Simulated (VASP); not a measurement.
Calculation: PBEsol GGA, VASP's PBE PAW potentials (set 64) (plane waves; VASP).

A VASP calculation is set up with these files.

### KPOINTS
```
kpoints
0
Gamma
12 12 12
0 0 0
```

INCAR:
```
SYSTEM = CoGa
PREC = Accurate
ENCUT = 530
EDIFF = 1E-7
NELM = 100
ALGO = Normal
LREAL = .FALSE.
LASPH = .TRUE.
ISMEAR = 1
SIGMA = 0.1
GGA = PS
LMAXMIX = 4
LWAVE = .FALSE.
LCHARG = .FALSE.
IBRION = 6
ISIF = 3
NFREE = 2
POTIM = 0.015
NSW = 1
```

File POSCAR:
```
CoGa
1
    2.8373076076     0.0000000000    -0.0000000000
   -0.0000000000     2.8373076076    -0.0000000000
    0.0000000000     0.0000000000     2.8373076076
Ga Co
1 1
Direct
  0.5000000000   0.5000000000   0.5000000000
  0.0000000000   0.0000000000   0.0000000000
```

POTCAR, in this order: Ga_d Co (PBE.64 set). Program: vasp_std.

The resulting files:

File OUTCAR:
```
 ion  position               nearest neighbor table
   1  0.500  0.500  0.500-   2 2.46   2 2.46   2 2.46   2 2.46   2 2.46   2 2.46   2 2.46   2 2.46
  LATTYP: Found a simple cubic cell.
 ALAT       =     2.8373076076
 Subroutine PRICEL returns:
 Original cell was already a primitive cell.
 Subroutine GETGRP returns: Found 48 space group operations
The static configuration has the point symmetry O_h .
The dynamic configuration has the point symmetry O_h .
 Subroutine INISYM returns: Found 48 space group operations
 Subroutine IBZKPT returns following result:
 Found     84 irreducible k-points:

 Following reciprocal coordinates:
            Coordinates               Weight
  0.000000  0.000000  0.000000      1.000000
  0.083333  0.000000  0.000000      6.000000
  0.166667  0.000000  0.000000      6.000000
  0.250000  0.000000  0.000000      6.000000
  0.333333  0.000000  0.000000      6.000000
  0.416667  0.000000  0.000000      6.000000
  0.500000  0.000000  0.000000      3.000000
  0.083333  0.083333  0.000000     12.000000
  0.166667  0.083333  0.000000     24.000000
  0.250000  0.083333  0.000000     24.000000
...
```

### OSZICAR
```
...
DAV:   3    -0.117727369082E+02    0.23761E-01   -0.34869E-02 18465   0.277E+00    0.161E-01
DAV:   4    -0.117727526854E+02   -0.15777E-04   -0.54472E-03 18058   0.110E+00    0.102E-01
DAV:   5    -0.117726103339E+02    0.14235E-03   -0.73981E-04 20479   0.427E-01    0.329E-02
DAV:   6    -0.117726098879E+02    0.44600E-06   -0.34533E-05 24147   0.125E-01    0.814E-03
DAV:   7    -0.117726084300E+02    0.14579E-05   -0.47435E-06 18710   0.277E-02    0.122E-03
DAV:   8    -0.117726084480E+02   -0.18020E-07   -0.23987E-07 16352   0.588E-03
   9 F= -.11772608E+02 E0= -.11772771E+02  d E =0.488134E-03
       N       E                     dE             d eps       ncg     rms          rms(c)
DAV:   1    -0.118066062824E+02   -0.33998E-01   -0.88723E-01 18623   0.961E+00    0.112E+00
DAV:   2    -0.117840396683E+02    0.22567E-01   -0.28210E-02 17550   0.292E+00    0.658E-01
DAV:   3    -0.117724588805E+02    0.11581E-01   -0.19021E-02 18657   0.234E+00    0.126E-01
DAV:   4    -0.117725052348E+02   -0.46354E-04   -0.33559E-03 17764   0.863E-01    0.699E-02
DAV:   5    -0.117725411590E+02   -0.35924E-04   -0.40861E-04 22171   0.308E-01    0.173E-02
DAV:   6    -0.117726041494E+02   -0.62990E-04   -0.31483E-05 22170   0.866E-02    0.552E-03
DAV:   7    -0.117726071699E+02   -0.30204E-05   -0.26493E-06 19212   0.229E-02    0.998E-04
DAV:   8    -0.117726082030E+02   -0.10332E-05   -0.16442E-07 14661   0.541E-03    0.353E-04
DAV:   9    -0.117726084521E+02   -0.24903E-06   -0.16418E-08  8694   0.206E-03    0.644E-05
DAV:  10    -0.117726084518E+02    0.25329E-09   -0.28940E-09  8519   0.740E-04
  10 F= -.11772608E+02 E0= -.11772771E+02  d E =0.488168E-03
       N       E                     dE             d eps       ncg     rms          rms(c)
DAV:   1    -0.118493444161E+02   -0.76736E-01   -0.10310E+00 18658   0.103E+01    0.171E+00
DAV:   2    -0.117965132031E+02    0.52831E-01   -0.54856E-02 17619   0.383E+00    0.950E-01
DAV:   3    -0.117728221965E+02    0.23691E-01   -0.35275E-02 18993   0.280E+00    0.177E-01
DAV:   4    -0.117727517583E+02    0.70438E-04   -0.58157E-03 17879   0.114E+00    0.101E-01
DAV:   5    -0.117726106221E+02    0.14114E-03   -0.72000E-04 20271   0.424E-01    0.331E-02
DAV:   6    -0.117726099627E+02    0.65938E-06   -0.33918E-05 23342   0.124E-01    0.816E-03
DAV:   7    -0.117726084282E+02    0.15345E-05   -0.52331E-06 18987   0.293E-02    0.121E-03
DAV:   8    -0.117726084510E+02   -0.22751E-07   -0.27813E-07 16059   0.725E-03
  11 F= -.11772608E+02 E0= -.11772771E+02  d E =0.488082E-03
       N       E                     dE             d eps       ncg     rms          rms(c)
DAV:   1    -0.117855641915E+02   -0.12956E-01   -0.91156E-01 18485   0.937E+00    0.113E+00
DAV:   2    -0.117706174020E+02    0.14947E-01   -0.28328E-02 17414   0.286E+00    0.659E-01
DAV:   3    -0.117706440937E+02   -0.26692E-04   -0.20637E-02 19784   0.247E+00    0.190E-01
DAV:   4    -0.117710429451E+02   -0.39885E-03   -0.45805E-03 18729   0.104E+00    0.711E-02
DAV:   5    -0.117720731207E+02   -0.10302E-02   -0.44576E-04 21183   0.314E-01    0.183E-02
DAV:   6    -0.117725671509E+02   -0.49403E-03   -0.33789E-05 22372   0.884E-02    0.584E-03
DAV:   7    -0.117725996031E+02   -0.32452E-04   -0.31161E-06 19551   0.257E-02    0.105E-03
DAV:   8    -0.117726062774E+02   -0.66743E-05   -0.17581E-07 14670   0.562E-03    0.378E-04
DAV:   9    -0.117726083796E+02   -0.21022E-05   -0.15708E-08  8659   0.198E-03    0.588E-05
DAV:  10    -0.117726084069E+02   -0.27310E-07   -0.27626E-09  8512   0.732E-04
  12 F= -.11772608E+02 E0= -.11772771E+02  d E =0.488164E-03
       N       E                     dE             d eps       ncg     rms          rms(c)
DAV:   1    -0.118494731109E+02   -0.76865E-01   -0.10187E+00 18884   0.104E+01    0.171E+00
DAV:   2    -0.117965210253E+02    0.52952E-01   -0.53412E-02 17432   0.378E+00    0.949E-01
DAV:   3    -0.117727769845E+02    0.23744E-01   -0.34977E-02 18575   0.278E+00    0.168E-01
DAV:   4    -0.117727526693E+02    0.24315E-04   -0.55694E-03 17722   0.111E+00    0.102E-01
DAV:   5    -0.117726104396E+02    0.14223E-03   -0.73897E-04 20297   0.429E-01    0.331E-02
DAV:   6    -0.117726099016E+02    0.53798E-06   -0.35077E-05 23675   0.126E-01    0.813E-03
DAV:   7    -0.117726084278E+02    0.14738E-05   -0.50358E-06 18992   0.285E-02    0.123E-03
DAV:   8    -0.117726084489E+02   -0.21133E-07   -0.25347E-07 16153   0.643E-03
  13 F= -.11772608E+02 E0= -.11772771E+02  d E =0.488124E-03
       N       E                     dE             d eps       ncg     rms          rms(c)
DAV:   1    -0.117677226337E+02    0.48858E-02   -0.12602E+00  7623   0.103E+01    0.738E-01
DAV:   2    -0.117671528417E+02    0.56979E-03   -0.33183E-02  6535   0.281E+00    0.458E-01
DAV:   3    -0.117729985585E+02   -0.58457E-02   -0.13555E-02  8252   0.195E+00    0.179E-01
DAV:   4    -0.117736231305E+02   -0.62457E-03   -0.35211E-03  7245   0.903E-01    0.202E-02
DAV:   5    -0.117737740793E+02   -0.15095E-03   -0.10444E-04  6813   0.134E-01    0.115E-02
DAV:   6    -0.117738471407E+02   -0.73061E-04   -0.43467E-06  8473   0.241E-02    0.191E-03
DAV:   7    -0.117738548373E+02   -0.76966E-05   -0.35220E-07  5972   0.111E-02    0.611E-04
DAV:   8    -0.117738575778E+02   -0.27405E-05   -0.41896E-08  3451   0.296E-03    0.161E-04
DAV:   9    -0.117738578562E+02   -0.27839E-06   -0.10656E-08  3283   0.146E-03    0.122E-04
DAV:  10    -0.117738579234E+02   -0.67180E-07   -0.29202E-09  3339   0.827E-04
  14 F= -.11773858E+02 E0= -.11774016E+02  d E =0.474830E-03
       N       E                     dE             d eps       ncg     rms          rms(c)
DAV:   1    -0.117702011259E+02    0.36567E-02   -0.23915E+00  6566   0.115E+01    0.787E-02
DAV:   2    -0.117738579412E+02   -0.36568E-02   -0.38295E-02  6721   0.230E+00    0.517E-02
DAV:   3    -0.117738652015E+02   -0.72602E-05   -0.80306E-04  7645   0.248E-01    0.198E-02
DAV:   4    -0.117738613937E+02    0.38078E-05   -0.53463E-05  7542   0.103E-01    0.145E-02
DAV:   5    -0.117738581994E+02    0.31943E-05   -0.14945E-05  6847   0.591E-02    0.331E-03
DAV:   6    -0.117738580556E+02    0.14378E-06   -0.73295E-07  7787   0.938E-03    0.671E-04
DAV:   7    -0.117738580566E+02   -0.10104E-08   -0.37479E-08  3528   0.238E-03
  15 F= -.11773858E+02 E0= -.11774016E+02  d E =0.474848E-03
       N       E                     dE             d eps       ncg     rms          rms(c)
DAV:   1    -0.117715971516E+02    0.22609E-02   -0.17058E+00  5929   0.106E+01    0.919E-02
DAV:   2    -0.117739997146E+02   -0.24026E-02   -0.25001E-02  6892   0.215E+00    0.873E-02
DAV:   3    -0.117739668865E+02    0.32828E-04   -0.73064E-04  8634   0.306E-01    0.611E-02
DAV:   4    -0.117738636108E+02    0.10328E-03   -0.17592E-04  7693   0.144E-01    0.140E-02
DAV:   5    -0.117738619338E+02    0.16770E-05   -0.16015E-05  7637   0.391E-02    0.658E-03
DAV:   6    -0.117738609720E+02    0.96187E-06   -0.28376E-06  8392   0.249E-02    0.147E-03
DAV:   7    -0.117738609802E+02   -0.82428E-08   -0.85148E-08  4462   0.293E-03
  16 F= -.11773861E+02 E0= -.11774019E+02  d E =0.474849E-03
       N       E                     dE             d eps       ncg     rms          rms(c)
DAV:   1    -0.117712396717E+02    0.26213E-02   -0.24388E+00  5880   0.889E+00    0.189E-01
DAV:   2    -0.117743658140E+02   -0.31261E-02   -0.35350E-02  8598   0.179E+00    0.160E-01
DAV:   3    -0.117741053255E+02    0.26049E-03   -0.12037E-03  7336   0.471E-01    0.110E-01
DAV:   4    -0.117738638726E+02    0.24145E-03   -0.34759E-04  6845   0.167E-01    0.218E-02
DAV:   5    -0.117738611769E+02    0.26957E-05   -0.31407E-05  9149   0.572E-02    0.659E-03
DAV:   6    -0.117738609695E+02    0.20735E-06   -0.10219E-06  7083   0.126E-02    0.183E-03
DAV:   7    -0.117738609816E+02   -0.12070E-07   -0.79350E-08  3969   0.480E-03
  17 F= -.11773861E+02 E0= -.11774019E+02  d E =0.474779E-03
```

File OUTCAR:
```
------------------------ aborting loop because EDIFF is reached ----------------------------------------
  FORCE on cell =-STRESS in cart. coord.  units (eV):
  Direction    XX          YY          ZZ          XY          YZ          ZX
  --------------------------------------------------------------------------------------
  Total        0.0988358      0.1016236      0.1016236      0.0000000     -0.0000000      0.0000000
  in kB        6.9327522      7.1283008      7.1283008      0.0000000     -0.0000000      0.0000000
  external PRESSURE =       7.0631179 kB  Pullay stress =       0.0000000 kB
  volume of cell :       22.84
      direct lattice vectors                 reciprocal lattice vectors
     2.837307608  0.000000000  0.000000000     0.352446805  0.000000000  0.000000000
     0.000000000  2.837307608  0.000000000     0.000000000  0.352446805  0.000000000
     0.000000000  0.000000000  2.837307608     0.000000000  0.000000000  0.352446805
 POSITION                                       TOTAL-FORCE (eV/Angst)
 -----------------------------------------------------------------------------------
      1.41865      1.41865      1.41865        -0.105886      0.000000      0.000000
     -0.01500      0.00000      0.00000         0.105886      0.000000     -0.000000
 -----------------------------------------------------------------------------------
    total drift:                               -0.000086      0.000000     -0.000003
  FREE ENERGIE OF THE ION-ELECTRON SYSTEM (eV)
  ---------------------------------------------------
  free  energy   TOTEN  =       -11.7738609816 eV

  energy  without entropy=      -11.7743357611  energy(sigma->0) =      -11.77401924

   1 f  =    7.356447 THz    46.221919 2PiTHz  245.384656 cm-1    30.423806 meV
             X         Y         Z           dx          dy          dz
      1.418654  1.418654  1.418654     0.677151   -0.000000   -0.000000
      0.000000  0.000000  0.000000    -0.735844    0.000000   -0.000000

   2 f  =    7.356447 THz    46.221919 2PiTHz  245.384656 cm-1    30.423806 meV
             X         Y         Z           dx          dy          dz
      1.418654  1.418654  1.418654    -0.000000   -0.677151    0.000000
      0.000000  0.000000  0.000000     0.000000    0.735844    0.000000

   3 f  =    7.356447 THz    46.221919 2PiTHz  245.384656 cm-1    30.423806 meV
             X         Y         Z           dx          dy          dz
      1.418654  1.418654  1.418654    -0.000000   -0.000000   -0.677151
      0.000000  0.000000  0.000000     0.000000   -0.000000    0.735844

   4 f/i=    0.003448 THz     0.021665 2PiTHz    0.115017 cm-1     0.014260 meV
             X         Y         Z           dx          dy          dz
      1.418654  1.418654  1.418654     0.071181    0.731825    0.028832
      0.000000  0.000000  0.000000     0.065503    0.673453    0.026532

   5 f/i=    0.003448 THz     0.021665 2PiTHz    0.115017 cm-1     0.014260 meV
             X         Y         Z           dx          dy          dz
      1.418654  1.418654  1.418654     0.732032   -0.072000    0.020280
      0.000000  0.000000  0.000000     0.673643   -0.066257    0.018662

   6 f/i=    0.003448 THz     0.021665 2PiTHz    0.115017 cm-1     0.014260 meV
             X         Y         Z           dx          dy          dz
      1.418654  1.418654  1.418654    -0.022990   -0.026721    0.734999
      0.000000  0.000000  0.000000    -0.021156   -0.024589    0.676374

 ELASTIC MODULI CONTR FROM IONIC RELAXATION (kBar)
 Direction    XX          YY          ZZ          XY          YZ          ZX
 --------------------------------------------------------------------------------
 XX           0.0000      0.0000      0.0000      0.0000      0.0000      0.0000
 YY           0.0000      0.0000      0.0000      0.0000      0.0000      0.0000
 ZZ           0.0000      0.0000      0.0000      0.0000      0.0000      0.0000
 XY           0.0000      0.0000      0.0000      0.0000      0.0000      0.0000
 YZ           0.0000      0.0000      0.0000      0.0000      0.0000      0.0000
 ZX           0.0000      0.0000      0.0000      0.0000      0.0000      0.0000
 --------------------------------------------------------------------------------

 TOTAL ELASTIC MODULI (kBar)
 Direction    XX          YY          ZZ          XY          YZ          ZX
 --------------------------------------------------------------------------------
 XX        2549.7386   1761.9825   1761.9825      0.0000      0.0000      0.0000
 YY        1761.9825   2549.7386   1761.9825      0.0000      0.0000     -0.0000
 ZZ        1761.9825   1761.9825   2549.7386      0.0000     -0.0000      0.0000
 XY           0.0000      0.0000      0.0000   1276.7756      0.0000      0.0000
 YZ           0.0000      0.0000     -0.0000      0.0000   1276.7756      0.0000
 ZX           0.0000     -0.0000      0.0000      0.0000      0.0000   1276.7756
 --------------------------------------------------------------------------------
```
(Selected blocks of OUTCAR.)

Finite-difference elastic constants of metals are sensitive to mesh and smearing; shear constants can be off by tens of GPa.

The compound is CoGa in the CsCl type structure. It was relaxed first. The run is not spin-polarised, so no magnetic state was tried.
